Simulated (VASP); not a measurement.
An input for Quantum ESPRESSO's pw.x (written as the equivalent of a VASP run, and not itself run):

```
&CONTROL
  calculation = 'scf'
  pseudo_dir = './pseudo'
  outdir = './out'
  tprnfor = .true.
  tstress = .true.
/
&SYSTEM
  ibrav = 0
  nat = 2
  ntyp = 2
  ecutwfc = 90
  occupations = 'smearing'
  smearing = 'fermi-dirac'
  degauss = 0.00735
  input_dft = 'pbesol'
  nspin = 2
  starting_magnetization(1) = 0.3
/
&ELECTRONS
  conv_thr = 7.3e-08
  electron_maxstep = 100
/
ATOMIC_SPECIES
  Fe 55.845 Fe.upf
  Pt 195.084 Pt.upf
CELL_PARAMETERS angstrom
     2.7200000    0.0000000    0.0000000
     0.0000000    2.7200000    0.0000000
     0.0000000    0.0000000    3.7100000
ATOMIC_POSITIONS crystal
  Fe   0.0000000  0.0000000  0.0000000
  Pt   0.5000000  0.5000000  0.5000000
K_POINTS automatic
  8 8 6 0 0 0
```

Write the VASP files for the same calculation (PBEsol).

One answer among several that fit: 
### KPOINTS
```
K-points
0
Gamma
 8 8 6
0 0 0
```

POSCAR:
```
FePt
3.710
  0.7331536388   0.0000000000   0.0000000000
  0.0000000000   0.7331536388   0.0000000000
  0.0000000000   0.0000000000   1.0000000000
Fe Pt
1 1
direct
  0.0000000000   0.0000000000   0.0000000000
  0.5000000000   0.5000000000   0.5000000000
```

INCAR:
```
ALGO = Normal
EDIFF = 1E-6
ENCUT = 300
GGA = PS
ISIF = 2
ISMEAR = -1
ISPIN = 2
LASPH = .True.
LCHARG = .False.
LMAXMIX = 6
LORBIT = 11
LREAL = .False.
LWAVE = .False.
MAGMOM = 3.0 0.0
NELM = 100
PREC = Accurate
SIGMA = 0.1
SYSTEM = FePt
```

POTCAR, in this order: Fe Pt (PBE.64 set). Program: vasp_std.

What does not carry over: the potentials are each code's own (VASP's PAW set, PseudoDojo norm-conserving files in pw.x), so ENCUT and ecutwfc are chosen apart and not converted; conv_thr bounds pw.x's estimated SCF error, while EDIFF bounds the energy change between steps; starting_magnetization is a fraction of the valence charge and MAGMOM a moment in μB, so they match only roughly.

The structure is a typed FePt crystal (P4/mmm). The cell was not relaxed at this level.
